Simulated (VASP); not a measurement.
Co:

```
Co
1.0
     2.50740    0.00000    0.00000
    -1.25370    2.17147    0.00000
     0.00000    0.00000    4.06990
Co
2
Direct
  0.33333 0.66667 0.25000
  0.66667 0.33333 0.75000
```

Base run:

| Quantity | Value |
| --- | --- |
| Program | VASP 6.6.1 |
| Functional | LDA |
| Potentials or basis | VASP PAW LDA potentials, release 64 (Co) |
| Cutoff | 520 eV |
| k mesh | 15 × 15 × 8 |
| Occupations | fermi-dirac, width 0.05 eV |
| Spin | collinear spin, ferromagnetic start |
| Starting moments | [1.5, 1.5] μB |

Its results: band gap on the k mesh none (metal or under the smearing width); net moment 3.18 μB per cell; site moments Co +1.59 μB.

Question: The run is repeated on the same cell with these changes: cutoff from 520 eV to 300 eV; k mesh from 15 × 15 × 8 to 5 × 5 × 3. What comes out?

Answer: Band gap on the k mesh none (metal or under the smearing width); net moment 3.42 μB per cell; site moments Co +1.70 μB.

Caveats: some runs use coarse meshes.
